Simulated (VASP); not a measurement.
Method: vdW-DF-cx, VASP's PBE PAW potentials (set 64) (plane waves; VASP).

VASP ran on this input.

POSCAR:
```
RuAl
1
    2.9827916966    -0.0000000000     0.0000000000
    0.0000000000     2.9827916966     0.0000000000
   -0.0000000000    -0.0000000000     2.9827916966
Al Ru
1 1
Direct
  0.5000000000   0.5000000000   0.5000000000
  0.0000000000   0.0000000000   0.0000000000
```

KPOINTS:
```
k-points along high-symmetry lines
15
Line-mode
Reciprocal
  0.000000   0.000000   0.000000 ! GAMMA
  0.000000   0.500000   0.000000 ! X

  0.000000   0.500000   0.000000 ! X
  0.500000   0.500000   0.000000 ! M

  0.500000   0.500000   0.000000 ! M
  0.000000   0.000000   0.000000 ! GAMMA

  0.000000   0.000000   0.000000 ! GAMMA
  0.500000   0.500000   0.500000 ! R

  0.500000   0.500000   0.500000 ! R
  0.000000   0.500000   0.000000 ! X

  0.500000   0.500000   0.500000 ! R
  0.500000   0.500000   0.000000 ! M
```

### INCAR
```
# general
SYSTEM    =  RuAl
PREC      =  Accurate
ENCUT     =  520
LREAL     =  .FALSE.   # projection in real space or not
LASPH     =  .TRUE.   # aspherical one-centre terms
ICHARG    =  11

# electronic loop
EDIFF     =  1E-7   # SCF stop (eV)
NELM      =  100   # most electronic steps
ALGO      =  Normal   # blocked Davidson
LMAXMIX   =  4   # l cut-off of mixed one-centre charges

# smearing
ISMEAR    =  0
SIGMA     =  0.05

# functional
GGA       =  CX
LUSE_VDW  =  .TRUE.
AGGAC     =  0.0

# output
LWAVE     =  .FALSE.
LCHARG    =  .FALSE.
LORBIT    =  11   # lm-projected
```

POTCAR, in this order: Al Ru_pv (PBE.64 set). Program: vasp_std. Read from the step before: CHGCAR.

The resulting files:

### OSZICAR
```
       N       E                     dE             d eps       ncg     rms          rms(c)
DAV:   1     0.121122213932E+03    0.12112E+03   -0.95392E+03  2184   0.133E+03
DAV:   2    -0.742342805032E+01   -0.12855E+03   -0.12247E+03  2352   0.349E+02
DAV:   3    -0.973819169052E+01   -0.23148E+01   -0.22917E+01  2628   0.485E+01
DAV:   4    -0.976180646809E+01   -0.23615E-01   -0.23604E-01  2524   0.472E+00
DAV:   5    -0.976250167864E+01   -0.69521E-03   -0.69518E-03  2824   0.635E-01
DAV:   6    -0.976252286258E+01   -0.21184E-04   -0.21182E-04  2784   0.842E-02
DAV:   7    -0.976252305048E+01   -0.18790E-06   -0.18853E-06  2752   0.777E-03
DAV:   8    -0.976252305159E+01   -0.11125E-08   -0.13485E-08  1676   0.699E-04
   1 F= -.97625231E+01 E0= -.97619850E+01  d E =-.107618E-02
```

**OUTCAR**
```
 val. band max:       11.6087838333   @ k =   0.3929   0.5000   0.3929

 cond. band min:      11.7409958031   @ k =   0.4286   0.4286   0.4286



 k-point     1 :       0.0000    0.0000    0.0000
  band No.  band energies     occupation
      1     -30.9527      2.00000
      2     -30.9527      2.00000
      3     -30.9527      2.00000
      4       1.0538      2.00000
      5       7.1430      2.00000
      6       7.1430      2.00000
      7      10.9415      2.00000
      8      10.9415      2.00000
      9      10.9415      2.00000
     10      16.8967      0.00000
     11      16.8967      0.00000
     12      16.8967      0.00000

 k-point     2 :       0.0000    0.0357    0.0000
  band No.  band energies     occupation
      1     -30.9555      2.00000
      2     -30.9525      2.00000
      3     -30.9525      2.00000
      4       1.0787      2.00000
      5       7.1518      2.00000
      6       7.1523      2.00000
      7      10.9091      2.00000
      8      10.9091      2.00000
      9      10.9446      2.00000
     10      16.7653      0.00000
     11      16.9476      0.00000
     12      16.9476      0.00000

 k-point     3 :       0.0000    0.0714    0.0000
  band No.  band energies     occupation
      1     -30.9636      2.00000
      2     -30.9518      2.00000
      3     -30.9518      2.00000
      4       1.1529      2.00000
      5       7.1779      2.00000
      6       7.1786      2.00000
      7      10.8163      2.00000
      8      10.8163      2.00000
      9      10.9538      2.00000
     10      16.4135      0.00000
     11      17.0963      0.00000
     12      17.0963      0.00000

 k-point     4 :       0.0000    0.1071    0.0000
  band No.  band energies     occupation
      1     -30.9767      2.00000
      2     -30.9507      2.00000
      3     -30.9507      2.00000
      4       1.2757      2.00000
      5       7.2169      2.00000
      6       7.2204      2.00000
      7      10.6743      2.00000
...
```

The density is held fixed in this step, so its total energy and stress have no physical meaning.

The compound is RuAl in the CsCl type structure. It was relaxed first. The electron count is odd and the run is not spin-polarised, which forces a metal.
